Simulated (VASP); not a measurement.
Input:

```yaml
crystal:
  lattice:
    - [4.67020, 0.00000, 0.00000]
    - [0.00000, 6.60466, 0.00000]
    - [0.00000, 0.00000, 24.35098]
  atoms:
    - { symbol: K, position: [0.00000, 0.00000, 0.36053] }
    - { symbol: K, position: [0.50000, 0.50000, 0.44884] }
    - { symbol: K, position: [0.00000, 0.00000, 0.55116] }
    - { symbol: K, position: [0.50000, 0.50000, 0.63947] }
    - { symbol: Br, position: [0.50000, 0.00000, 0.45116] }
    - { symbol: Br, position: [0.00000, 0.50000, 0.35732] }
    - { symbol: Br, position: [0.50000, 0.00000, 0.64268] }
    - { symbol: Br, position: [0.00000, 0.50000, 0.54884] }
```

Calculation: r2SCAN meta-GGA, VASP's PBE PAW potentials (set 64) (plane waves; VASP). Settings: PREC = Normal, 400 eV cut-off, 5×3×1 Γ-centred mesh, Gaussian smearing of 0.050 eV, potentials K_sv Br.

### Question
What does the run give for the energy per atom (σ→0), band gap (on the k-mesh) with the smallest direct gap where there is one?

### Answer

| Item | Value |
|---|---|
| band gap (on the k-mesh) | 4.60 eV |
| smallest direct gap (on the k-mesh) | 4.60 eV |
| energy per atom (σ→0) | -11.499 eV/atom |

The cell is a thin slab with vacuum, built from KBr (rock salt): (110) face.
